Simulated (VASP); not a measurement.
Given:

```
Zr
1.0
    1.62197    -2.80933     0.00000
    1.62197     2.80933     0.00000
    0.00000     0.00000     5.15056
Zr
2
Direct
  0.33333   0.66667   0.25000
  0.66667   0.33333   0.75000
```

The numbers are results of r2SCAN meta-GGA with spin-orbit coupling, VASP's PBE PAW potentials (set 64) (plane waves; VASP), not measurements. Numerical set-up: 400 eV cut-off, 12×12×7 Γ-centred mesh, Gaussian smearing of 0.050 eV, potentials Zr_sv.

Problem. What does the run give for the energy per atom (σ→0), band gap (over mesh and band path) with the smallest direct gap where there is one?

Solution. 
- band gap (over mesh and band path) = none (metal, semimetal or under 0.01 eV)
- energy per atom (σ→0) = -2201.4 kJ/mol-atom

Total energies compare only between runs with the same potentials, cut-off and functional.

The compound is Zr in the hcp structure. It was relaxed first.
